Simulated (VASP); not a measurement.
Consider the following.

```
CELL_PARAMETERS angstrom
      0.00000     2.34508     2.34508
      2.34508     0.00000     2.34508
      2.34508     2.34508     0.00000
ATOMIC_POSITIONS crystal
  Li 0.25000 0.25000 0.25000
  Li 0.75000 0.75000 0.75000
  O  0.00000 0.00000 0.00000
```

The numbers are results of optB86b-vdW, VASP's PBE PAW potentials (set 64) (plane waves; VASP), not measurements. Run with 520 eV cut-off, 8×8×8 Γ-centred mesh, Gaussian smearing of 0.050 eV, potentials Li_sv O.

Task: Give the stress tensor in GPa (positive for a compressed cell).

Result: 
```
-4.00   0.00   0.00
 0.00  -4.00   0.00
 0.00   0.00  -4.00
```
The pressure is its mean diagonal, -4.00 GPa.

The compound is Li2O in the antifluorite structure. This cell is one point of a volume scan, at 1.06 of the reference volume.
